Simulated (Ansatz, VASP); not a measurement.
# Si2W: VASP beside Ansatz, part 2 of 2

Wanted: the spread between two codes on one cell, functional and k mesh. The cell is taken from a series of VASP runs on this material, whose earlier steps may have relaxed, scaled or displaced it; both programs get it as it stands.

VASP 6.6.1 and Ansatz 0.2.0.

So far: Starting point; VASP: band structure, LDA; Ansatz: band structure, LDA; Comparison.

### 5. VASP: band structure, LDA, spin-orbit coupling

Level of this step: LDA, spin-orbit coupling; plane waves and PAW (Si, W) (VASP).

With cell and atoms fixed, the geometry can't cause a difference; cores, projectors, grids and the points listed under the comparison can.

INCAR

```
SYSTEM = Si2W
PREC = Accurate
ENCUT = 400
EDIFF = 1E-06
NELM = 100
ISMEAR = 0
SIGMA = 0.05
LREAL = .FALSE.
ALGO = Normal
GGA = CA
LNONCOLLINEAR = .TRUE.
MAGMOM = 0 0 0 0 0 0 0 0 0
NBANDS = 26
GGA_COMPAT = .FALSE.
LASPH = .TRUE.
LSORBIT = .TRUE.
LMAXMIX = 4
LORBIT = 11
LWAVE = .FALSE.
LCHARG = .FALSE.
KPAR = 2
```

POSCAR

```
Si2W
1.0
   -1.5936247427      1.5936247427      3.8863588592
    1.5936247427     -1.5936247427      3.8863588592
    1.5936247427      1.5936247427     -3.8863588592
Si W
2 1
Direct
    0.3348864609      0.3348864609      0.0000000000
    0.6651135391      0.6651135391      0.0000000000
    0.0000000000      0.0000000000      0.0000000000
```

KPOINTS

```
Automatic mesh
0
Gamma
8 8 8
0 0 0
```

KPOINTS_OPT

```
Line mode
16
Line-mode
Reciprocal
  0.00000000   0.00000000   0.00000000 GAMMA
  0.00000000   0.00000000   0.50000000 X

  0.00000000   0.00000000   0.50000000 X
 -0.08407296   0.08407296   0.50000000 Y

 -0.08407296   0.08407296   0.50000000 Y
 -0.29203648   0.29203648   0.29203648 S

 -0.29203648   0.29203648   0.29203648 S
  0.00000000   0.00000000   0.00000000 GAMMA

  0.00000000   0.00000000   0.00000000 GAMMA
  0.50000000   0.50000000  -0.50000000 Z

  0.50000000   0.50000000  -0.50000000 Z
  0.29203648   0.70796352  -0.29203648 S1

  0.29203648   0.70796352  -0.29203648 S1
  0.00000000   0.50000000   0.00000000 N

  0.00000000   0.50000000   0.00000000 N
  0.25000000   0.25000000   0.25000000 P

  0.25000000   0.25000000   0.25000000 P
  0.50000000   0.50000000  -0.08407296 Y1

  0.50000000   0.50000000  -0.08407296 Y1
  0.50000000   0.50000000  -0.50000000 Z

  0.00000000   0.00000000   0.50000000 X
  0.25000000   0.25000000   0.25000000 P
```

Potentials, in the order of the species: Si and W (LDA family, release 64).

Command:

```console
$ mpirun -np 2 vasp_ncl
```

Numbers of over 12 decimals in the logs are rounded to 6 here.

Log:

```text
[... set-up lines as in an earlier step ...]
 entering main loop
       N       E                     dE             d eps       ncg     rms          rms(c)
DAV:   1     0.192026716988E+02    0.19203E+02   -0.49891E+03  3156   0.761E+02
DAV:   2    -0.263276864774E+02   -0.45530E+02   -0.42392E+02  3764   0.170E+02
DAV:   3    -0.284412580025E+02   -0.21136E+01   -0.20630E+01  4122   0.318E+01
DAV:   4    -0.284709724596E+02   -0.29714E-01   -0.29634E-01  3834   0.397E+00
[...]
DAV:  11    -0.276199826890E+02    0.10217E-04   -0.89283E-05  3588   0.597E-02    0.394E-02
DAV:  12    -0.276199791324E+02    0.35565E-05   -0.66442E-06  3464   0.177E-02    0.102E-02
DAV:  13    -0.276199791496E+02   -0.17104E-07   -0.64826E-07  2308   0.527E-03
   1 F= -.27619979E+02 E0= -.27619804E+02  d E =-.351097E-03  mag=    -0.0000     0.0000     0.0000
 Start KPOINTS_OPT (optional k-point list driver)
k-point batch [1-59\176]
       N       E                     dE             ncg
DAV:   1     0.736963020327E+04   -0.15880E+05     3116
DAV:   2     0.466572453645E+04   -0.27039E+04     3864
DAV:   3     0.454586093032E+04   -0.11986E+03     4060
DAV:   4     0.454446199877E+04   -0.13989E+01     3772
DAV:   5     0.454444229789E+04   -0.19701E-01     3986
DAV:   6     0.454444204418E+04   -0.25370E-03     3924
DAV:   7     0.454444203972E+04   -0.44592E-05     3616
DAV:   8     0.454444203957E+04   -0.15010E-06     2708
[...]
k-point batch [119-176\176]
       N       E                     dE             ncg
DAV:   1     0.760688126941E+04   -0.21118E+05     3056
DAV:   2     0.501646084451E+04   -0.25904E+04     3736
DAV:   3     0.490573728370E+04   -0.11072E+03     3988
DAV:   4     0.490446205304E+04   -0.12752E+01     3612
DAV:   5     0.490444578714E+04   -0.16266E-01     3658
DAV:   6     0.490444542702E+04   -0.36012E-03     3698
DAV:   7     0.490444541572E+04   -0.11305E-04     3234
DAV:   8     0.490444541515E+04   -0.56693E-06     2642
```

OUTCAR, selected parts (step 5):

```text
  Total       -0.0049237     -0.0049237     -0.0606444      0.0000000      0.0000000      0.0000000
  in kB       -0.1998147     -0.1998147     -2.4610844      0.0000000      0.0000000      0.0000000
  external PRESSURE =      -0.9535713 kB  Pullay stress =       0.0000000 kB

 POSITION                                       TOTAL-FORCE (eV/Angst)
 -----------------------------------------------------------------------------------
      0.00000      0.00000      2.60298         0.000000      0.000000     -0.006623
      0.00000      0.00000      5.16974         0.000000      0.000000      0.006623
      0.00000      0.00000      0.00000        -0.000000     -0.000000      0.000000
 -----------------------------------------------------------------------------------
    total drift:                                0.000000     -0.000000      0.000000

  FREE ENERGIE OF THE ION-ELECTRON SYSTEM (eV)
  ---------------------------------------------------
  free  energy   TOTEN  =       -27.6199791496 eV

  energy  without entropy=      -27.6196280525  energy(sigma->0) =      -27.61980360

 magnetization (x)
# of ion       s       p       d       tot
------------------------------------------
    1       -0.000  -0.000   0.000  -0.000
    2       -0.000  -0.000   0.000  -0.000
    3       -0.000  -0.000  -0.000  -0.000
--------------------------------------------------
tot         -0.000  -0.000  -0.000  -0.000

 magnetization (y)
# of ion       s       p       d       tot
------------------------------------------
    1        0.000   0.000   0.000   0.000
    2        0.000   0.000   0.000   0.000
    3        0.000  -0.000   0.000   0.000
--------------------------------------------------
tot          0.000   0.000   0.000   0.000

 magnetization (z)
# of ion       s       p       d       tot
------------------------------------------
    1        0.000   0.000   0.000   0.000
    2        0.000   0.000   0.000   0.000
    3        0.000   0.000   0.000   0.000
--------------------------------------------------
tot          0.000   0.000   0.000   0.000

[... 1 part as in an earlier step ...]

[... 2 further parts left out ...]
[key lines of the parts left out:]
E-fermi :  10.7754
```

The run ends at a pressure of -0.10 GPa, with forces up to 0.0066 eV/Å.

### 6. Ansatz: band structure, LDA, spin-orbit coupling

The same cell, functional (in two slightly different forms), mesh and smearing now go to Ansatz, which takes its cutoff from its data sets.

The cell is taken from a series of VASP runs on this material, whose earlier steps may have relaxed, scaled or displaced it; both programs get it as it stands.

input.yaml

```yaml
crystal:
  lattice:
    - [-1.5936247427, 1.5936247427, 3.8863588592]
    - [1.5936247427, -1.5936247427, 3.8863588592]
    - [1.5936247427, 1.5936247427, -3.8863588592]
  atoms:
    - { symbol: Si, position: [0.3348864609, 0.3348864609, 0.0] }
    - { symbol: Si, position: [0.6651135391, 0.6651135391, 0.0] }
    - { symbol: W, position: [0.0, 0.0, 0.0] }
hamiltonian:
  xc: lda
  pseudopotentials: { kind: paw_fr }
magnetization:
  noncollinear: true
  spin_orbit: true
kpoints:
  mp_grid: { grid: [8, 8, 8] }
  band_path:
    path:
      - [0.0, 0.0, 0.0]
      - [0.0, 0.0, 0.2]
      - [0.0, 0.0, 0.4]
      - [-0.01121, 0.01121, 0.5]
      - [-0.04484, 0.04484, 0.5]
      - [-0.07847, 0.07847, 0.5]
      - [-0.13953, 0.13953, 0.44454]
      - [-0.22272, 0.22272, 0.36136]
      - [-0.29204, 0.29204, 0.29204]
      - [-0.17522, 0.17522, 0.17522]
      - [-0.05841, 0.05841, 0.05841]
      - [0.06667, 0.06667, -0.06667]
      - [0.26667, 0.26667, -0.26667]
      - [0.46667, 0.46667, -0.46667]
      - [0.44454, 0.55546, -0.44454]
      - [0.36136, 0.63864, -0.36136]
      - [0.29204, 0.70796, -0.29204]
      - [0.17522, 0.62478, -0.17522]
      - [0.05841, 0.54159, -0.05841]
      - [0.03333, 0.46667, 0.03333]
      - [0.13333, 0.36667, 0.13333]
      - [0.23333, 0.26667, 0.23333]
      - [0.31667, 0.31667, 0.16091]
      - [0.41667, 0.41667, 0.02728]
      - [0.5, 0.5, -0.08407]
      - [0.5, 0.5, -0.25044]
      - [0.5, 0.5, -0.41681]
      - [0.03333, 0.03333, 0.46667]
      - [0.13333, 0.13333, 0.36667]
      - [0.25, 0.25, 0.25]
    npoints: 1
scf:
  occupations: { method: gaussian, width: 0.05 }
  n_extra_bands: 14
output:
  forces: true
  stress: true
  eigenvalues: true
  write_density: true
  write_potential: true
  elf: true
  volumetric_format: npy
```

Command:

```console
$ ansatz run input.yaml --threads 2 --pin off --max-ram 4608MiB --backend cpu --events-out ev --progress --plain --runs-dir out
```

Log:

```text
[...]
non-collinear run that drives no moment, with spin-orbit: no starting moment large enough to seed its density (crystal.atoms[].spin), no starting occupations that ask for one, no magnetisation constraint and no magnetic field, so the semilocal B_xc is pinned to zero
Crystal: 3 atoms, lattice volume = 39.480 Å³
Basis set: ecut = 420 eV, 769 PW (Γ)
[...]
k-point 1: bands = [... 18 lower, 15.0815, 15.0815, 15.5974, 15.5974, 19.3663, 19.3663, 20.4041, 20.4041, ... 10 higher]
  k-point 2: bands = [... 18 lower, 14.0818, 14.0818, 15.0124, 15.0124, 19.9758, 19.9758, 20.2431, 20.2431, ... 10 higher]
  k-point 58: bands = [... 18 lower, 16.2649, 16.2649, 16.2998, 16.2998, 16.5112, 16.5112, 17.7863, 17.7863, ... 10 higher]
[key lines of the parts left out:]
SCF converged after 7 iterations
Magnetization: |M| = 0.0000 μB,  M = (+0.0000, +0.0000, +0.0000) μB
Free energy (F): -11372.090609 eV
Fermi energy:    16.874276 eV
P = ⅓ Tr σ = -0.3861 GPa (-3.861 kbar)
```

It took 21 s on 2 threads of Arm Neoverse N1, shared host; peak memory 0.47 GiB.

### 7. Differences

What differs besides the data sets and the points named for the pairs above, as far as they apply: spin-orbit coupling enters by fully relativistic files in Ansatz and inside the spheres in VASP; the data sets hold 22 valence electrons in Ansatz (fully relativistic PAW (standard-fr) files) and 14 in VASP. Total energies have different zeros and are not compared.

The two programs side by side:

```csv
quantity,Ansatz,VASP,difference
pressure (GPa),-0.39,-0.10,-0.29
pressure without Ansatz's Pulay correction (GPa),-0.44,-0.10,-0.34
```

At this near-relaxed geometry the largest component of a force difference is 9 meV/Å. Levels from 3 eV below to 2 eV above the Fermi level differ by 14 meV r.m.s. and 49 meV at most; each VASP level is matched to the nearest of Ansatz, which flatters the figure a little. Ansatz's pressure holds a Pulay correction of 0.05 GPa; VASP's holds none.

### 8. Outcome

| Item | Value |
| --- | --- |
| r.m.s. difference of levels near the Fermi level (band structure, LDA) | 12 meV |
| r.m.s. difference of levels near the Fermi level (band structure, LDA, spin-orbit coupling) | 14 meV |

**Reading.** The r.m.s. difference of levels near the Fermi level is 14 meV (band structure, LDA, spin-orbit coupling), within the 80 meV picked in this series as the mark of a large difference. 1 further run of this series is not shown here. How closely two codes agree says nothing of how well the functional describes the real material.

[Lines on the potential files, build, host, timing and source positions are cut from VASP's logs without a mark.]

[Logs are printed without paths, hosts, clocks, repeated set-up lines and the standing remarks that a program may print on its own settings, such as how far it seeks lower states.]

[Hosts, paths, dates, database ids (printed as entryN), source tags and the programs' standing remarks are cut or masked in the printed files.]
